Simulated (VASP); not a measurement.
Input:

```yaml
crystal:
  lattice:
    - [0.00000, 2.03747, 2.03747]
    - [2.03747, 0.00000, 2.03747]
    - [2.03747, 2.03747, 0.00000]
  atoms:
    - { symbol: Au, position: [0.00000, 0.00000, 0.00000] }
```

Method: AM05 GGA, VASP's PBE PAW potentials (set 64) (plane waves; VASP). Settings: 520 eV cut-off, 15×15×15 Γ-centred mesh, first-order Methfessel-Paxton smearing of 0.10 eV, potentials Au.

Problem. Give the energy at these volumes per atom, relative to the lowest: 15.90, 16.41, 16.92, 17.42, 17.93 Å³.

Solution. 37.4, 8.7, 0.0, 7.6, 28.4 meV/atom. A third-order Birch-Murnaghan fit gives B0 = 171 GPa and B0′ = 5.9.

Measured: bulk modulus 182 GPa at 0 K (computed value off by -6.1 %), as given by Daniel Mejia-Rodriguez et al., Physical Review B (2018), arXiv:1807.09216 [0 K value with the zero-point phonon effect removed]; a 4.062 Å at 0 K (computed value off by +0.3 %), as given by Daniel Mejia-Rodriguez et al., Physical Review B (2018), arXiv:1807.09216 [static lattice: zero-point anharmonic expansion removed].

The compound is Au in the fcc structure. It was relaxed first.
